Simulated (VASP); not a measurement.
```yaml
crystal:
  lattice:
    - [0.00000, 2.88500, 2.88500]
    - [2.88500, 0.00000, 2.88500]
    - [2.88500, 2.88500, 0.00000]
  atoms:
    - { symbol: Ag, position: [0.00000, 0.00000, 0.00000] }
    - { symbol: Br, position: [0.50000, 0.50000, 0.50000] }
```

Calculation: PBE GGA, VASP's PBE PAW potentials (set 64) (plane waves; VASP 6.6.1). Settings: 400 eV cut-off, 7×7×7 Γ-centred mesh, Gaussian smearing of 0.050 eV, potentials Ag Br.

### Question
What does the run give for the energy per atom (σ→0), pressure?

### Answer

| Item | Result |
|---|---|
| energy per atom (σ→0) | -2.496 eV/atom |
| pressure | 1.34 GPa |

Only differences to runs with the same potentials and settings are physical.

The compound is AgBr in the rock salt structure. The cell was not relaxed at this level.
